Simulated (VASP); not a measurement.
Data:

```xyz
2
Lattice="1.4559 -2.5218 0.0000 1.4559 2.5218 0.0000 0.0000 0.0000 4.6169" Properties=species:S:1:pos:R:3 pbc="T T T"
Ti     1.4559     0.8406     1.1542
Ti     1.4559    -0.8406     3.4627
```

Level of theory: rev-vdW-DF2, VASP's PBE PAW potentials (set 64) (plane waves; VASP). Numerical set-up: 520 eV cut-off, 13×13×7 Γ-centred mesh, first-order Methfessel-Paxton smearing of 0.10 eV, potentials Ti_sv.

Task: Predict the energy per atom (σ→0), band gap (on the k-mesh) with the smallest direct gap where there is one.

Result: 
```yaml
band gap (on the k-mesh): none (metal, semimetal or under 0.01 eV)
energy per atom (σ→0): -5.293 eV/atom
```

Total energies compare only between runs with the same potentials, cut-off and functional.

The compound is Ti in the hcp structure. It was relaxed first. The start is the result of an earlier pass.
